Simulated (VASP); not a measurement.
```xyz
5
Lattice="2.2832 -3.9547 0.0000 2.2832 3.9547 0.0000 0.0000 0.0000 7.1735" Properties=species:S:1:pos:R:3 pbc="T T T"
Mg     2.2832     3.9547     0.0000
Mg     2.2832     1.3182     4.5426
Mg     2.2832    -1.3182     2.6309
Sb     2.2832     1.3182     1.6047
Sb     2.2832    -1.3182     5.5689
```

The numbers are results of AM05 GGA, VASP's PBE PAW potentials (set 64) (plane waves; VASP), not measurements. Run with 520 eV cut-off, 6×6×4 Γ-centred mesh, tetrahedra with Blöchl corrections, potentials Mg Sb.

The cores are frozen, which limits the accuracy of field gradients.

Q: Give the principal components of the electric field gradient (V/Å²) and the asymmetry η at each nucleus.

A: 
```tsv
atom	Vxx	Vyy	Vzz	η
Mg1	-0.8	-0.8	1.6	0.00
Mg2	-0.5	-0.5	0.9	0.00
Mg3	-0.5	-0.5	0.9	0.00
Sb4	-18.6	-18.6	37.2	0.00
Sb5	-18.6	-18.6	37.2	0.00
```

The compound is Mg3Sb2 in the a-la2o3 structure. It was relaxed first.
